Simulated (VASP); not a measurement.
Tb (relaxed from the beta-Sn structure, space group I4_1/amd): computed properties

All values below come from PBEsol GGA, VASP's PBE PAW potentials (set 64) (plane waves; VASP 6.6.1).

```json
{
 "space_group": "I4_1/amd (141)",
 "cell": "a = b = 6.0266 Å, c = 3.3250 Å, α = β = γ = 90.00°",
 "volume_per_atom": "30.19 Å³/atom",
 "band gap (over mesh and band path)": "none (metal, semimetal or under 0.01 eV)",
 "density": "8.74 g/cm³"
}
```

```
Tb
1.0
   -3.01328     3.01328     1.66249
    3.01328    -3.01328     1.66249
    3.01328     3.01328    -1.66249
Tb
2
Direct
  0.75000   0.25000   0.50000
  0.00000   0.00000   0.00000
```

The 4f electrons are frozen in the core of the lanthanide potential, so 4f levels, which can set the real gap, and their magnetism are missing.

The structure was generated: Tb was put into the beta-Sn type (I4_1/amd), which need not be its known phase. It was relaxed first, which changed the volume by -10 %. Symmetry was kept, so distortions that lower it aren't found.
